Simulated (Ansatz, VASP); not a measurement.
**ZrB2: VASP beside Ansatz**

Wanted: the spread between two codes on one cell, functional and k mesh. The cell is taken from a series of runs on this material, whose earlier steps may have relaxed, scaled, displaced or heated it; both programs get it as it stands.

Calculated with Ansatz 0.2.0; plane waves, with VASP 6.6.1 beside it; zone-centre phonons at LDA.

### 1. The structure

It takes space group P6/mmm (No. 191, hexagonal). Conventional cell: a = 3.134 Å, b = 3.134 Å, c = 3.501 Å, α = 90.00°, β = 90.00°, γ = 120.00°. Zr has 12 B at 2.52 Å nearest. Nearest to B lie 3 B at 1.81 Å and 6 Zr at 2.52 Å. Farther neighbours are not listed.

Structure file:

```cif
data_structure
_symmetry_space_group_name_H-M 'P6/mmm'
_symmetry_Int_Tables_number 191
_cell_length_a 3.1335
_cell_length_b 3.1335
_cell_length_c 3.5013
_cell_angle_alpha 90.000
_cell_angle_beta 90.000
_cell_angle_gamma 120.000
_cell_volume 29.77
loop_
_atom_site_label
_atom_site_type_symbol
_atom_site_symmetry_multiplicity
_atom_site_Wyckoff_symbol
_atom_site_fract_x
_atom_site_fract_y
_atom_site_fract_z
_atom_site_occupancy
Zr1 Zr 1 a 0.00000 0.00000 0.00000 1
B1 B 2 d 0.33333 0.66667 0.50000 1
```

### 2. VASP: zone-centre phonons, LDA

Second derivatives magnify differences that forces hide, and they need a tight electronic threshold.

Lines of VASP's logs that name or quote its potential files are left out, and so is its time.

The input, INCAR:

```
SYSTEM = ZrB2
PREC = Accurate
ENCUT = 500
EDIFF = 1E-08
NELM = 120
ISMEAR = 0
SIGMA = 0.1
LREAL = .FALSE.
ALGO = Normal
GGA = CA
NBANDS = 15
LASPH = .TRUE.
LORBIT = 11
LWAVE = .FALSE.
LCHARG = .FALSE.
ISIF = 2
IBRION = 8
GGA_COMPAT = .FALSE.
KPAR = 2
```

The input, POSCAR:

```
ZrB2
1.0
    3.1335316287      0.0000000000      0.0000000000
   -1.5667658144      2.7137179940      0.0000000000
    0.0000000000      0.0000000000      3.5012773775
Zr B
1 2
Direct
    0.0000000000      0.0000000000      0.0000000000
    0.3333333333      0.6666666667      0.5000000000
    0.6666666667      0.3333333333      0.5000000000
```

The input, KPOINTS:

```
Automatic mesh
0
Gamma
10 10 6
0 0 0
```

Potentials, in the order of the species: Zr_sv and B (LDA family, release 64).

The run is started by

```console
$ mpirun -np 2 vasp_std
```

Numbers of over 12 decimals in the logs are rounded to 6 here.

Log:

```text
[banner, memory and clock lines left out]
running    2 mpi-ranks, on    1 nodes
 distrk:  each k-point on    1 cores,    2 groups
 distr:  one band on    1 cores,    1 groups

 POSCAR found type information on POSCAR ZrB
 POSCAR found :  2 types and       3 ions
 LDA part: xc-table for (Slater(with rela. corr.)+CA(PZ))
 , standard interpolation
 POSCAR, INCAR and KPOINTS ok, starting setup
 FFT: planning ... GRIDC
 FFT: planning ... GRID_SOFT
 FFT: planning ... GRID
 WAVECAR not read
 entering main loop
       N       E                     dE             d eps       ncg     rms          rms(c)
DAV:   1     0.101057653611E+03    0.10106E+03   -0.95524E+03  1680   0.117E+03
DAV:   2    -0.262285243921E+02   -0.12729E+03   -0.12266E+03  2149   0.304E+02
DAV:   3    -0.302609623660E+02   -0.40324E+01   -0.40157E+01  2680   0.473E+01
DAV:   4    -0.303349980060E+02   -0.74036E-01   -0.74008E-01  1997   0.551E+00
DAV:   5    -0.303370560759E+02   -0.20581E-02   -0.20581E-02  2574   0.631E-01    0.230E+01
DAV:   6    -0.275313856234E+02    0.28057E+01   -0.66413E+00  2075   0.178E+01    0.933E+00
DAV:   7    -0.274855774609E+02    0.45808E-01   -0.75021E-01  2453   0.541E+00    0.350E+00
DAV:   8    -0.274857708190E+02   -0.19336E-03   -0.10822E-01  2047   0.286E+00    0.497E-01
DAV:   9    -0.274814085666E+02    0.43623E-02   -0.20909E-02  2132   0.115E+00    0.166E-01
DAV:  10    -0.274811781073E+02    0.23046E-03   -0.11258E-03  1983   0.315E-01    0.477E-02
DAV:  11    -0.274811762472E+02    0.18601E-05   -0.63575E-05  2369   0.738E-02    0.139E-02
DAV:  12    -0.274811742751E+02    0.19721E-05   -0.43448E-06  2221   0.146E-02    0.485E-03
DAV:  13    -0.274811741426E+02    0.13245E-06   -0.62098E-07  2479   0.654E-03    0.182E-03
DAV:  14    -0.274811741386E+02    0.40654E-08   -0.40709E-08  1869   0.205E-03
   1 F= -.27481174E+02 E0= -.27480548E+02  d E =-.125204E-02
 Linear response reoptimize wavefunctions to high precision
DAV:   1    -0.274811741379E+02    0.66916E-09   -0.23967E-09  1695   0.417E-04
DAV:   2    -0.274811741379E+02   -0.29786E-10   -0.20989E-10   987   0.127E-04
 Linear response DOF=           4
 Linear response progress:
  Degree of freedom:   1/  4
       N       E                     dE             d eps       ncg     rms          rms(c)
RMM:   1    -0.666909936486E+00   -0.66691E+00    0.30194E+00  4351   0.150E+01
RMM:   2    -0.610696576195E+00    0.56213E-01   -0.18076E-01  5907   0.278E+00    0.166E-01
RMM:   3    -0.612172175423E+00   -0.14756E-02   -0.31884E-02  6814   0.830E-01    0.509E-02
RMM:   4    -0.613742797206E+00   -0.15706E-02   -0.55916E-03  8478   0.285E-01    0.331E-02
RMM:   5    -0.614113681944E+00   -0.37088E-03   -0.72708E-04  8380   0.105E-01    0.155E-02
RMM:   6    -0.614103094102E+00    0.10588E-04   -0.12686E-04  8522   0.463E-02    0.157E-03
RMM:   7    -0.614078955318E+00    0.24139E-04   -0.32792E-05  8643   0.209E-02    0.227E-03
RMM:   8    -0.614080988788E+00   -0.20335E-05   -0.16193E-05  8729   0.114E-02    0.908E-04
RMM:   9    -0.614087073833E+00   -0.60850E-05   -0.78068E-06  8639   0.698E-03    0.312E-04
RMM:  10    -0.614086994388E+00    0.79445E-07   -0.48537E-06  8927   0.447E-03    0.571E-05
RMM:  11    -0.614087468772E+00   -0.47438E-06   -0.33985E-06  9084   0.317E-03    0.162E-04
RMM:  12    -0.614082085534E+00    0.53832E-05   -0.25235E-06  8505   0.251E-03    0.304E-04
RMM:  13    -0.614089188245E+00   -0.71027E-05   -0.19919E-06  7675   0.211E-03    0.978E-05
RMM:  14    -0.614090609609E+00   -0.14214E-05   -0.15493E-06  8990   0.153E-03    0.654E-05
[...]
RMM:  27    -0.614096942857E+00    0.13685E-06   -0.18249E-07  7888   0.226E-04    0.173E-05
RMM:  28    -0.614097058594E+00   -0.11574E-06   -0.16524E-07  7688   0.203E-04    0.178E-05
RMM:  29    -0.614097019838E+00    0.38756E-07   -0.14602E-07  6391   0.182E-04    0.225E-05
RMM:  30    -0.614097100744E+00   -0.80906E-07   -0.12493E-07  8068   0.166E-04    0.233E-05
RMM:  31    -0.614097099082E+00    0.16618E-08   -0.11167E-07  5150   0.149E-04    0.261E-05
RMM:  32    -0.614097144108E+00   -0.45026E-07   -0.10033E-07  7321   0.137E-04    0.271E-05
RMM:  33    -0.614097133873E+00    0.10235E-07   -0.87142E-08  4414   0.125E-04    0.297E-05
RMM:  34    -0.614097174935E+00   -0.41062E-07   -0.79407E-08  6584   0.115E-04    0.305E-05
 first order change of Fermi-energy   0.24693E-03
 force on displaced ion       1 direction 1 : -14.012   0.000   0.000
 Linear response progress:
  Degree of freedom:   2/  4
       N       E                     dE             d eps       ncg     rms          rms(c)
RMM:   1    -0.744169083808E+00   -0.74417E+00    0.27102E+00  1971   0.148E+01
RMM:   2    -0.688140954355E+00    0.56028E-01   -0.15367E-01  2624   0.262E+00    0.190E-01
RMM:   3    -0.691608052268E+00   -0.34671E-02   -0.35643E-02  2964   0.770E-01    0.596E-02
RMM:   4    -0.693952119780E+00   -0.23441E-02   -0.67954E-03  3439   0.273E-01    0.402E-02
RMM:   5    -0.694169225260E+00   -0.21711E-03   -0.82412E-04  3500   0.982E-02    0.219E-02
RMM:   6    -0.694052410460E+00    0.11681E-03   -0.74041E-05  3604   0.465E-02    0.317E-03
RMM:   7    -0.694103919334E+00   -0.51509E-04    0.89383E-06  3504   0.196E-02    0.325E-03
RMM:   8    -0.694092689387E+00    0.11230E-04    0.79059E-05  3619   0.106E-02    0.885E-04
RMM:   9    -0.694093873819E+00   -0.11844E-05    0.77115E-05  3882   0.620E-03    0.633E-04
RMM:  10    -0.694098373342E+00   -0.44995E-05    0.65150E-05  3729   0.453E-03    0.272E-04
RMM:  11    -0.694097919562E+00    0.45378E-06    0.54050E-05  3634   0.316E-03    0.504E-05
RMM:  12    -0.694098986113E+00   -0.10666E-05    0.43279E-05  3978   0.231E-03    0.134E-04
RMM:  13    -0.694098522207E+00    0.46391E-06    0.37056E-05  3842   0.173E-03    0.150E-04
RMM:  14    -0.694099758878E+00   -0.12367E-05    0.29071E-05  3629   0.142E-03    0.647E-05
[...]
RMM:  28    -0.694105568954E+00   -0.10553E-06    0.19300E-06  2655   0.123E-04    0.802E-06
RMM:  29    -0.694105500172E+00    0.68782E-07    0.24043E-06  2192   0.107E-04    0.979E-06
RMM:  30    -0.694105569333E+00   -0.69161E-07    0.13677E-06  2069   0.939E-05    0.112E-05
RMM:  31    -0.694105522612E+00    0.46721E-07    0.17281E-06  2002   0.825E-05    0.125E-05
RMM:  32    -0.694105570234E+00   -0.47621E-07    0.97131E-07  1856   0.726E-05    0.136E-05
RMM:  33    -0.694105537114E+00    0.33119E-07    0.12387E-06  1868   0.641E-05    0.146E-05
RMM:  34    -0.694105570415E+00   -0.33301E-07    0.69059E-07  1707   0.568E-05    0.156E-05
RMM:  35    -0.694105546162E+00    0.24253E-07    0.88711E-07  1668   0.504E-05    0.164E-05
 first order change of Fermi-energy   0.31564E-03
 force on displaced ion       1 direction 3 :  -0.000   0.000 -14.803
 Linear response progress:
  Degree of freedom:   3/  4
       N       E                     dE             d eps       ncg     rms          rms(c)
RMM:   1    -0.485793954391E-01   -0.48579E-01   -0.22951E-02 15058   0.106E+00
RMM:   2    -0.435304087426E-01    0.50490E-02   -0.22464E-03 12140   0.252E-01    0.150E-01
RMM:   3    -0.434441012349E-01    0.86308E-04   -0.73212E-04 11406   0.130E-01    0.748E-02
RMM:   4    -0.439350374353E-01   -0.49094E-03   -0.47181E-04 11120   0.103E-01    0.841E-03
RMM:   5    -0.439391891887E-01   -0.41518E-05   -0.51917E-05 13382   0.281E-02    0.235E-03
RMM:   6    -0.439405869666E-01   -0.13978E-05   -0.10727E-05 14100   0.976E-03    0.124E-03
RMM:   7    -0.439367334880E-01    0.38535E-05   -0.21730E-06 14058   0.453E-03    0.292E-04
RMM:   8    -0.439387023451E-01   -0.19689E-05   -0.26560E-07 14695   0.204E-03    0.154E-04
RMM:   9    -0.439381720609E-01    0.53028E-06    0.46776E-07 14970   0.909E-04    0.305E-05
RMM:  10    -0.439382725734E-01   -0.10051E-06    0.61582E-09 14723   0.427E-04    0.248E-05
RMM:  11    -0.439381643529E-01    0.10822E-06    0.11218E-07 14800   0.208E-04    0.854E-06
RMM:  12    -0.439381394222E-01    0.24931E-07   -0.66103E-09 15201   0.102E-04    0.446E-06
RMM:  13    -0.439381249427E-01    0.14479E-07    0.15635E-08 14778   0.507E-05    0.465E-06
RMM:  14    -0.439381229449E-01    0.19978E-08    0.19872E-09 14278   0.255E-05    0.298E-06
 first order change of Fermi-energy   0.47933E-04
 force on displaced ion       2 direction 1 : -16.362   0.001   0.000
 Linear response progress:
  Degree of freedom:   4/  4
       N       E                     dE             d eps       ncg     rms          rms(c)
RMM:   1    -0.478523584916E-01   -0.47852E-01   -0.22778E-04  5067   0.112E+00
RMM:   2    -0.453126201364E-01    0.25397E-02   -0.18833E-03  4025   0.248E-01    0.126E-01
RMM:   3    -0.452096460742E-01    0.10297E-03   -0.97807E-04  3884   0.150E-01    0.582E-02
RMM:   4    -0.456161491667E-01   -0.40650E-03   -0.37547E-04  4020   0.946E-02    0.125E-02
RMM:   5    -0.456912012565E-01   -0.75052E-04   -0.53311E-05  4476   0.343E-02    0.396E-03
RMM:   6    -0.457014444794E-01   -0.10243E-04   -0.12200E-05  4627   0.129E-02    0.804E-04
RMM:   7    -0.456947995511E-01    0.66449E-05   -0.11844E-06  4803   0.549E-03    0.268E-04
RMM:   8    -0.456955794500E-01   -0.77990E-06   -0.43003E-06  4742   0.258E-03    0.129E-04
RMM:   9    -0.456946036710E-01    0.97578E-06   -0.32725E-06  4750   0.130E-03    0.826E-05
RMM:  10    -0.456950062082E-01   -0.40254E-06   -0.20252E-06  4796   0.683E-04    0.536E-06
RMM:  11    -0.456950141372E-01   -0.79290E-08   -0.10672E-06  5109   0.327E-04    0.920E-06
RMM:  12    -0.456949989914E-01    0.15146E-07   -0.63893E-07  4976   0.163E-04    0.432E-06
RMM:  13    -0.456949858708E-01    0.13121E-07   -0.34080E-07  5035   0.821E-05    0.301E-06
RMM:  14    -0.456949911316E-01   -0.52608E-08   -0.19252E-07  4834   0.441E-05    0.169E-06
RMM:  15    -0.456949895818E-01    0.15497E-08   -0.10605E-07  4819   0.234E-05    0.109E-06
RMM:  16    -0.456949884407E-01    0.11412E-08   -0.61279E-08  4387   0.124E-05    0.702E-07
 first order change of Fermi-energy  -0.15688E-03
 force on displaced ion       2 direction 3 :  -0.000  -0.000 -10.184
 Linear response finished
```

From OUTCAR (step 2):

```text
ion  position               nearest neighbor table
   1  0.000  0.000  0.000-   2 2.52   3 2.52   2 2.52   3 2.52   3 2.52   3 2.52   2 2.52   2 2.52
                             3 2.52   3 2.52   2 2.52   2 2.52
   2  0.333  0.667  0.500-   3 1.81   3 1.81   3 1.81   1 2.52   1 2.52   1 2.52   1 2.52   1 2.52
                             1 2.52
   3  0.667  0.333  0.500-   2 1.81   2 1.81   2 1.81   1 2.52   1 2.52   1 2.52   1 2.52   1 2.52
                             1 2.52

  LATTYP: Found a hexagonal cell.
 ALAT       =     3.1335316287
 C/A-ratio  =     1.1173582374

 Subroutine GETGRP returns: Found 24 space group operations
 (whereof 24 operations were pure point group operations)

The static configuration has the point symmetry D_6h.

 Found     56 irreducible k-points:

   k-points           NKPTS =     56   k-points in BZ     NKDIM =     56   number of bands    NBANDS=     15

   dimension x,y,z NGX =    24 NGY =   24 NGZ =   28
   dimension x,y,z NGXF=    48 NGYF=   48 NGZF=   56

   ENCUT  =  500.0 eV  36.75 Ry    6.06 a.u.   5.71  5.71  6.38*2*pi/ulx,y,z

   NELECT =      18.0000    total number of electrons

 k-points in reciprocal lattice and weights: Automatic mesh
   0.00000000  0.00000000  0.00000000       0.002
   0.10000000  0.00000000  0.00000000       0.010
   0.20000000  0.00000000  0.00000000       0.010
   0.30000000  0.00000000  0.00000000       0.010
   0.40000000  0.00000000  0.00000000       0.010
   0.50000000  0.00000000  0.00000000       0.005
   0.10000000  0.10000000  0.00000000       0.010
   0.20000000  0.10000000  0.00000000       0.020
   0.30000000  0.10000000  0.00000000       0.020
[...]
0.40000000  0.20000000  0.50000000       0.010
   0.30000000  0.30000000  0.50000000       0.010

 average (electrostatic) potential at core
       1 -72.0352       2 -26.7590       3 -26.7590

  Total       -0.0107558     -0.0107558     -0.2412025      0.0000000     -0.0000000      0.0000000
  in kB       -0.5787966     -0.5787966    -12.9797712      0.0000000     -0.0000000      0.0000000
  external PRESSURE =      -4.7124548 kB  Pullay stress =       0.0000000 kB

  energy-cutoff  :      500.00
  volume of cell :       29.77
      direct lattice vectors                 reciprocal lattice vectors
     3.133531629  0.000000000  0.000000000     0.319128740  0.184249064  0.000000000
    -1.566765814  2.713717994  0.000000000     0.000000000  0.368498128  0.000000000
     0.000000000  0.000000000  3.501277378     0.000000000  0.000000000  0.285610048

 POSITION                                       TOTAL-FORCE (eV/Angst)
 -----------------------------------------------------------------------------------
      0.00000      0.00000      0.00000         0.000000      0.000000     -0.000000
     -0.00000      1.80915      1.75064        -0.000000      0.000000      0.000000
      1.56677      0.90457      1.75064         0.000000     -0.000000     -0.000000
 -----------------------------------------------------------------------------------
    total drift:                               -0.000000      0.000000      0.000000

 Eigenvectors and eigenvalues of the dynamical matrix
 ----------------------------------------------------

   1 f  =   24.114019 THz   151.512853 2PiTHz  804.357108 cm-1    99.727526 meV
             X         Y         Z           dx          dy          dz
      0.000000  0.000000  0.000000     0.000000    0.000000    0.000000
     -0.000000  1.809145  1.750639    -0.571983    0.415735   -0.000000
      1.566766  0.904573  1.750639     0.571983   -0.415735    0.000000

   2 f  =   24.114019 THz   151.512853 2PiTHz  804.357108 cm-1    99.727526 meV
             X         Y         Z           dx          dy          dz
      0.000000  0.000000  0.000000    -0.000000   -0.000000   -0.000000
     -0.000000  1.809145  1.750639     0.415735    0.571983    0.000000
      1.566766  0.904573  1.750639    -0.415735   -0.571983    0.000000

   3 f  =   17.123081 THz   107.587493 2PiTHz  571.164511 cm-1    70.815342 meV
             X         Y         Z           dx          dy          dz
      0.000000  0.000000  0.000000    -0.000000    0.000000   -0.000000
     -0.000000  1.809145  1.750639     0.000000   -0.000000   -0.707107
      1.566766  0.904573  1.750639     0.000000   -0.000000    0.707107

   4 f  =   14.384236 THz    90.378819 2PiTHz  479.806459 cm-1    59.488392 meV
             X         Y         Z           dx          dy          dz
      0.000000  0.000000  0.000000    -0.000000    0.000000    0.437810
     -0.000000  1.809145  1.750639     0.000000   -0.000000   -0.635737
      1.566766  0.904573  1.750639     0.000000   -0.000000   -0.635737

   5 f  =   13.994220 THz    87.928280 2PiTHz  466.796948 cm-1    57.875419 meV
             X         Y         Z           dx          dy          dz
      0.000000  0.000000  0.000000    -0.354163    0.257413   -0.000000
     -0.000000  1.809145  1.750639     0.514249   -0.373767    0.000000
      1.566766  0.904573  1.750639     0.514249   -0.373767    0.000000

   6 f  =   13.994220 THz    87.928280 2PiTHz  466.796948 cm-1    57.875419 meV
             X         Y         Z           dx          dy          dz
      0.000000  0.000000  0.000000    -0.257413   -0.354163    0.000000
     -0.000000  1.809145  1.750639     0.373767    0.514249    0.000000
      1.566766  0.904573  1.750639     0.373767    0.514249    0.000000

   7 f/i=    0.001296 THz     0.008142 2PiTHz    0.043222 cm-1     0.005359 meV
             X         Y         Z           dx          dy          dz
      0.000000  0.000000  0.000000     0.000000    0.000000    0.899068
     -0.000000  1.809145  1.750639     0.000000    0.000000    0.309578
      1.566766  0.904573  1.750639     0.000000    0.000000    0.309578

   8 f/i=    0.001532 THz     0.009625 2PiTHz    0.051100 cm-1     0.006336 meV
             X         Y         Z           dx          dy          dz
      0.000000  0.000000  0.000000    -0.039987    0.898170    0.000000
     -0.000000  1.809145  1.750639    -0.013770    0.309284    0.000000
      1.566766  0.904573  1.750639    -0.013770    0.309284    0.000000

   9 f/i=    0.001532 THz     0.009625 2PiTHz    0.051100 cm-1     0.006336 meV
             X         Y         Z           dx          dy          dz
      0.000000  0.000000  0.000000     0.898170    0.039987   -0.000000
     -0.000000  1.809145  1.750639     0.309284    0.013770   -0.000000
      1.566766  0.904573  1.750639     0.309284    0.013770   -0.000000

 ELASTIC MODULI CONTR FROM IONIC RELAXATION (kBar)
 Direction    XX          YY          ZZ          XY          YZ          ZX
 --------------------------------------------------------------------------------
 XX         -21.3418     21.3418     -0.0000      0.0000     -0.0000      0.0000
 YY          21.3418    -21.3418      0.0000      0.0000      0.0000     -0.0000
 ZZ          -0.0000      0.0000     -0.0000      0.0000      0.0000     -0.0000
 XY           0.0000      0.0000      0.0000    -21.3418     -0.0000      0.0000
 YZ          -0.0000      0.0000      0.0000     -0.0000     -0.0000      0.0000
 ZX           0.0000     -0.0000     -0.0000      0.0000      0.0000     -0.0000
 --------------------------------------------------------------------------------
```

Energies printed during the response cycles are not total energies of the cell.

[end of part 1 of 2]

[Lines on the potential files, build, host, timing and source positions are cut from VASP's logs without a mark.]

[Logs are printed without paths, hosts, clocks, repeated set-up lines and the standing remarks that a program may print on its own settings, such as how far it seeks lower states.]

[Hosts, paths, dates, database ids (printed as entryN), source tags and the programs' standing remarks are cut or masked in the printed files.]
